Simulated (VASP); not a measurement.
OSZICAR of a VASP run on SrCl₂ (fluorite):

File OSZICAR:
```
...
DAV:   2    -0.128047614118E+02    0.40003E-01   -0.88271E-02  1912   0.200E+00    0.680E-01
DAV:   3    -0.127907692411E+02    0.13992E-01   -0.39351E-02  2184   0.128E+00    0.404E-01
DAV:   4    -0.127906262501E+02    0.14299E-03   -0.23586E-03  2136   0.296E-01    0.237E-01
DAV:   5    -0.127906640806E+02   -0.37831E-04   -0.95331E-04  2248   0.195E-01    0.807E-02
DAV:   6    -0.127906590146E+02    0.50660E-05   -0.52927E-05  1704   0.582E-02    0.150E-02
DAV:   7    -0.127906585543E+02    0.46030E-06   -0.37854E-06  2096   0.146E-02    0.761E-03
DAV:   8    -0.127906584992E+02    0.55085E-07   -0.80165E-07  2000   0.572E-03
   8 F= -.12790658E+02 E0= -.12790658E+02  d E =-.245344E-22
       N       E                     dE             d eps       ncg     rms          rms(c)
DAV:   1    -0.128419891402E+02   -0.51331E-01   -0.19336E+00  1312   0.933E+00    0.131E+00
DAV:   2    -0.128061405838E+02    0.35849E-01   -0.47045E-02  1808   0.166E+00    0.694E-01
DAV:   3    -0.127906383993E+02    0.15502E-01   -0.44565E-02  1840   0.148E+00    0.195E-01
DAV:   4    -0.127906492925E+02   -0.10893E-04   -0.29716E-03  1576   0.395E-01    0.912E-02
DAV:   5    -0.127906525178E+02   -0.32253E-05   -0.28905E-04  1864   0.123E-01    0.453E-02
DAV:   6    -0.127906574422E+02   -0.49243E-05   -0.94897E-05  1728   0.631E-02    0.131E-02
DAV:   7    -0.127906587264E+02   -0.12843E-05   -0.11783E-05  1704   0.236E-02    0.112E-02
DAV:   8    -0.127906586105E+02    0.11591E-06   -0.19196E-06  1984   0.830E-03    0.142E-03
DAV:   9    -0.127906586441E+02   -0.33544E-07   -0.12435E-07  1384   0.234E-03
   9 F= -.12790659E+02 E0= -.12790659E+02  d E =-.116726E-22
       N       E                     dE             d eps       ncg     rms          rms(c)
DAV:   1    -0.128117405256E+02   -0.21082E-01   -0.17020E+00  1328   0.869E+00    0.833E-01
DAV:   2    -0.127980399078E+02    0.13701E-01   -0.27847E-02  1840   0.130E+00    0.471E-01
DAV:   3    -0.127903751309E+02    0.76648E-02   -0.20977E-02  1824   0.104E+00    0.122E-01
DAV:   4    -0.127904201231E+02   -0.44992E-04   -0.16475E-03  1680   0.291E-01    0.628E-02
DAV:   5    -0.127905462819E+02   -0.12616E-03   -0.30267E-04  1864   0.115E-01    0.262E-02
DAV:   6    -0.127906230484E+02   -0.76766E-04   -0.90076E-05  1808   0.617E-02    0.866E-03
DAV:   7    -0.127906497559E+02   -0.26708E-04   -0.12639E-05  1832   0.228E-02    0.685E-03
DAV:   8    -0.127906562876E+02   -0.65316E-05   -0.24245E-06  1856   0.886E-03    0.214E-03
DAV:   9    -0.127906577342E+02   -0.14466E-05   -0.19062E-07  1584   0.282E-03    0.155E-03
DAV:  10    -0.127906584176E+02   -0.68337E-06   -0.27693E-08  1176   0.108E-03    0.317E-04
DAV:  11    -0.127906586271E+02   -0.20953E-06   -0.85857E-09  1088   0.577E-04    0.105E-04
DAV:  12    -0.127906586382E+02   -0.11103E-07   -0.22027E-09  1056   0.294E-04
  10 F= -.12790659E+02 E0= -.12790659E+02  d E =-.225664E-22
       N       E                     dE             d eps       ncg     rms          rms(c)
DAV:   1    -0.128419907804E+02   -0.51332E-01   -0.20655E+00  1312   0.967E+00    0.131E+00
DAV:   2    -0.128061825728E+02    0.35808E-01   -0.46405E-02  1848   0.166E+00    0.696E-01
DAV:   3    -0.127906373327E+02    0.15545E-01   -0.44609E-02  1808   0.148E+00    0.196E-01
DAV:   4    -0.127906508656E+02   -0.13533E-04   -0.29852E-03  1664   0.396E-01    0.911E-02
DAV:   5    -0.127906535410E+02   -0.26755E-05   -0.28576E-04  1824   0.123E-01    0.457E-02
DAV:   6    -0.127906581158E+02   -0.45747E-05   -0.10760E-04  1704   0.672E-02    0.130E-02
DAV:   7    -0.127906587147E+02   -0.59897E-06   -0.13656E-05  1720   0.255E-02    0.117E-02
DAV:   8    -0.127906586048E+02    0.10993E-06   -0.21619E-06  1896   0.881E-03    0.170E-03
DAV:   9    -0.127906586353E+02   -0.30506E-07   -0.15960E-07  1512   0.272E-03
  11 F= -.12790659E+02 E0= -.12790659E+02  d E =-.270683E-12
       N       E                     dE             d eps       ncg     rms          rms(c)
DAV:   1    -0.128164363784E+02   -0.25778E-01   -0.16314E+00  1352   0.835E+00    0.834E-01
DAV:   2    -0.128009701139E+02    0.15466E-01   -0.25692E-02  1840   0.125E+00    0.471E-01
DAV:   3    -0.127911520840E+02    0.98180E-02   -0.21084E-02  1784   0.104E+00    0.121E-01
DAV:   4    -0.127908641771E+02    0.28791E-03   -0.16466E-03  1720   0.293E-01    0.636E-02
DAV:   5    -0.127907093605E+02    0.15482E-03   -0.30230E-04  1848   0.116E-01    0.263E-02
DAV:   6    -0.127906690436E+02    0.40317E-04   -0.88231E-05  1792   0.612E-02    0.869E-03
DAV:   7    -0.127906611936E+02    0.78499E-05   -0.12197E-05  1776   0.223E-02    0.675E-03
DAV:   8    -0.127906592007E+02    0.19929E-05   -0.24098E-06  1816   0.884E-03    0.233E-03
DAV:   9    -0.127906587895E+02    0.41126E-06   -0.20454E-07  1608   0.288E-03    0.165E-03
DAV:  10    -0.127906586852E+02    0.10427E-06   -0.26059E-08  1160   0.108E-03    0.214E-04
DAV:  11    -0.127906586524E+02    0.32760E-07   -0.80242E-09  1072   0.558E-04
  12 F= -.12790659E+02 E0= -.12790659E+02  d E =-.239423E-22
       N       E                     dE             d eps       ncg     rms          rms(c)
DAV:   1    -0.128419393502E+02   -0.51281E-01   -0.20620E+00  1296   0.968E+00    0.131E+00
DAV:   2    -0.128061898321E+02    0.35750E-01   -0.46821E-02  1824   0.166E+00    0.696E-01
DAV:   3    -0.127906417672E+02    0.15548E-01   -0.44596E-02  1832   0.148E+00    0.195E-01
DAV:   4    -0.127906510768E+02   -0.93096E-05   -0.29763E-03  1616   0.396E-01    0.914E-02
DAV:   5    -0.127906530845E+02   -0.20077E-05   -0.29036E-04  1840   0.124E-01    0.455E-02
DAV:   6    -0.127906574979E+02   -0.44133E-05   -0.97549E-05  1672   0.641E-02    0.131E-02
DAV:   7    -0.127906587293E+02   -0.12314E-05   -0.12242E-05  1776   0.241E-02    0.115E-02
DAV:   8    -0.127906586074E+02    0.12183E-06   -0.17710E-06  1872   0.814E-03    0.130E-03
DAV:   9    -0.127906586411E+02   -0.33698E-07   -0.12236E-07  1384   0.237E-03
  13 F= -.12790659E+02 E0= -.12790659E+02  d E =-.910973E-12
       N       E                     dE             d eps       ncg     rms          rms(c)
DAV:   1    -0.128012191032E+02   -0.10560E-01   -0.11695E+00   576   0.777E+00    0.588E-01
DAV:   2    -0.127962810151E+02    0.49381E-02   -0.31493E-02   856   0.139E+00    0.355E-01
DAV:   3    -0.127916428121E+02    0.46382E-02   -0.67413E-03   904   0.603E-01    0.996E-02
DAV:   4    -0.127911679399E+02    0.47487E-03   -0.21176E-03   864   0.329E-01    0.272E-02
DAV:   5    -0.127911711582E+02   -0.32183E-05   -0.16080E-04   776   0.870E-02    0.814E-03
DAV:   6    -0.127911702683E+02    0.88990E-06   -0.18476E-05   952   0.259E-02    0.342E-03
DAV:   7    -0.127911705800E+02   -0.31168E-06   -0.22551E-06   784   0.927E-03    0.150E-03
DAV:   8    -0.127911706273E+02   -0.47290E-07   -0.21484E-07   720   0.325E-03
  14 F= -.12791171E+02 E0= -.12791171E+02  d E =-.153359E-12
       N       E                     dE             d eps       ncg     rms          rms(c)
DAV:   1    -0.127889967241E+02    0.21739E-02   -0.12348E+00   576   0.739E+00    0.532E-01
DAV:   2    -0.127911964653E+02   -0.21997E-02   -0.40364E-02   808   0.131E+00    0.307E-01
DAV:   3    -0.127911689274E+02    0.27538E-04   -0.15684E-03   928   0.185E-01    0.139E-01
DAV:   4    -0.127911662008E+02    0.27265E-05   -0.89686E-05  1016   0.642E-02    0.304E-02
DAV:   5    -0.127911704636E+02   -0.42628E-05   -0.16582E-05   928   0.211E-02    0.929E-03
DAV:   6    -0.127911705917E+02   -0.12805E-06   -0.72386E-07   856   0.642E-03    0.274E-03
DAV:   7    -0.127911706294E+02   -0.37771E-07   -0.11325E-07   648   0.262E-03
  15 F= -.12791171E+02 E0= -.12791171E+02  d E =-.170670E-12
       N       E                     dE             d eps       ncg     rms          rms(c)
DAV:   1    -0.127886570680E+02    0.25135E-02   -0.82262E-01   864   0.639E+00    0.325E-01
DAV:   2    -0.127912674547E+02   -0.26104E-02   -0.31129E-02  1200   0.138E+00    0.168E-01
DAV:   3    -0.127911871828E+02    0.80272E-04   -0.49052E-04  1520   0.156E-01    0.110E-01
DAV:   4    -0.127911501741E+02    0.37009E-04   -0.22238E-04  1296   0.957E-02    0.345E-02
DAV:   5    -0.127911529867E+02   -0.28126E-05   -0.33582E-05  1488   0.344E-02    0.105E-02
DAV:   6    -0.127911527282E+02    0.25851E-06   -0.15476E-06  1272   0.837E-03    0.850E-03
DAV:   7    -0.127911526950E+02    0.33131E-07   -0.47217E-07  1256   0.440E-03
  16 F= -.12791153E+02 E0= -.12791153E+02  d E =-.658909E-13
       N       E                     dE             d eps       ncg     rms          rms(c)
DAV:   1    -0.127876502336E+02    0.35025E-02   -0.12867E+00   872   0.546E+00    0.416E-01
DAV:   2    -0.127913447345E+02   -0.36945E-02   -0.38942E-02  1088   0.127E+00    0.218E-01
DAV:   3    -0.127912232336E+02    0.12150E-03   -0.73167E-04  1280   0.163E-01    0.141E-01
DAV:   4    -0.127911573541E+02    0.65879E-04   -0.80431E-04  1168   0.158E-01    0.403E-02
DAV:   5    -0.127911625754E+02   -0.52212E-05   -0.76266E-05  1224   0.525E-02    0.245E-02
DAV:   6    -0.127911583751E+02    0.42003E-05   -0.41569E-06  1312   0.135E-02    0.246E-02
DAV:   7    -0.127911536805E+02    0.46945E-05   -0.60171E-05  1048   0.429E-02    0.454E-02
DAV:   8    -0.127911535721E+02    0.10842E-06   -0.52222E-06  1184   0.146E-02    0.415E-02
DAV:   9    -0.127911530063E+02    0.56587E-06   -0.71360E-07  1224   0.510E-03    0.264E-02
DAV:  10    -0.127911528586E+02    0.14761E-06   -0.19646E-07   952   0.255E-03    0.196E-02
DAV:  11    -0.127911527492E+02    0.10939E-06   -0.13649E-07   784   0.226E-03    0.119E-02
DAV:  12    -0.127911527320E+02    0.17288E-07   -0.35578E-08   752   0.125E-03
  17 F= -.12791153E+02 E0= -.12791153E+02  d E =-.689107E-13
```

Task: Which electronic solver shows in the log?

Result: It is blocked Davidson (ALGO = Normal, or the opening steps of other solvers). The INCAR had ALGO = Normal.

Task: Can the final energy be trusted as converged?

Result: Self-consistency was reached. It stopped with EDIFF = 1E-7, NELM = 100 (PBE GGA, plane waves, VASP's PBE PAW potentials (set 64)).

The compound is SrCl2 in the fluorite structure. It was relaxed first.
